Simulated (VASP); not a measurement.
Data:

```xyz
3
Lattice="1.6357 0.9444 5.9043 -1.6357 0.9444 5.9043 0.0000 -1.8887 5.9043" Properties=species:S:1:pos:R:3 pbc="T T T"
Ta     0.0000     0.0000    14.7613
S      0.0000     0.0000     7.2972
S      0.0000     0.0000    10.4095
```

Computed with LDA (Ceperley-Alder, Perdew-Zunger), VASP's LDA PAW potentials (set 64) (plane waves; VASP). Settings: 400 eV cut-off, 12×12×12 Γ-centred mesh, tetrahedra with Blöchl corrections, potentials Ta_pv S.

The cores are frozen, which limits the accuracy of field gradients.

Task: Give the principal components of the electric field gradient (V/Å²) and the asymmetry η at each nucleus.

Result: 
```
atom   Vxx   Vyy     Vzz     η
----  ----  ----  ------  ----
Ta1   81.1  81.1  -162.1  0.00
S2    15.9  15.9   -31.8  0.00
S3    16.5  16.5   -33.0  0.00
```

The structure comes from a computed database's TaS2 entry (R3m); how it stands against other phases isn't given here. It was relaxed first, which changed the volume by -10 %.
